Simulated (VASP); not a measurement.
Consider the following.

```
CELL_PARAMETERS angstrom
      3.93363     0.00000     0.00000
     -1.96682     3.40663     0.00000
      0.00000     0.00000     2.39582
ATOMIC_POSITIONS crystal
  Ni 0.00000 0.00000 0.00000
  Ni 0.33333 0.66667 0.50000
  Ni 0.66667 0.33333 0.50000
```
Starting moments (μB, in the order of the record's atoms Ni Ni Ni): 0.7 0.7 0.7.

All values below come from r2SCAN meta-GGA, VASP's PBE PAW potentials (set 64) (plane waves; VASP). Settings: 400 eV cut-off, 10×10×14 Γ-centred mesh, tetrahedra with Blöchl corrections, potentials Ni.

Problem. Give the spin-up energies of bands 5 to 18 at the high-symmetry points, in eV from the Fermi level.

Solution. 
```tsv
band	Γ	M	K	A	L	H
5	-3.56	-3.67	-3.63	-4.47	-3.81	-3.63
6	-3.56	-3.63	-3.37	-3.66	-3.13	-3.63
7	-3.29	-2.98	-2.64	-2.75	-2.74	-2.98
8	-2.83	-2.78	-2.34	-2.75	-2.70	-2.97
9	-2.45	-2.42	-2.34	-2.27	-2.21	-2.21
10	-2.45	-1.86	-2.09	-2.27	-1.94	-2.21
11	-1.95	-1.69	-2.09	-1.15	-1.72	-1.72
12	-1.95	-1.22	-1.98	-1.15	-1.48	-1.00
13	-1.80	-1.12	-1.31	-1.05	-0.96	-0.72
14	-1.80	-1.05	-1.31	-1.05	-0.69	-0.66
15	-0.72	-1.04	-1.09	-0.43	-0.68	-0.66
16	-0.72	-0.93	-1.01	0.83	1.71	1.50
17	6.26	-0.84	-1.01	1.52	1.76	3.74
18	6.26	0.09	-0.88	10.51	5.27	3.74
```

Problem. Give the spin-down energies of bands 5 to 18 at the high-symmetry points, in eV from the Fermi level.

Solution. 
```tsv
band	Γ	M	K	A	L	H
5	-2.80	-2.78	-2.50	-3.55	-2.86	-3.19
6	-2.80	-2.51	-2.50	-3.55	-2.71	-3.17
7	-2.17	-2.15	-2.31	-1.62	-2.03	-1.83
8	-2.00	-1.98	-1.72	-1.62	-1.58	-1.83
9	-1.44	-1.54	-1.72	-1.60	-1.46	-1.46
10	-1.44	-0.97	-1.27	-1.60	-1.04	-1.46
11	-1.08	-0.74	-1.09	-0.17	-0.63	-1.00
12	-1.08	-0.28	-1.09	-0.17	-0.18	-0.15
13	-0.81	-0.15	-0.21	0.26	-0.12	0.37
14	-0.81	-0.15	-0.21	0.26	-0.10	0.81
15	0.32	0.00	-0.10	1.08	0.76	0.81
16	0.32	0.13	0.13	1.23	1.90	1.38
17	6.61	0.20	0.13	2.46	2.34	3.95
18	6.61	0.39	0.26	10.54	5.56	3.95
```

It has no gap at this level: it comes out as a metal or semimetal.

The structure was generated: Ni was put into the omega type (P6/mmm), which need not be its known phase. It was relaxed first.
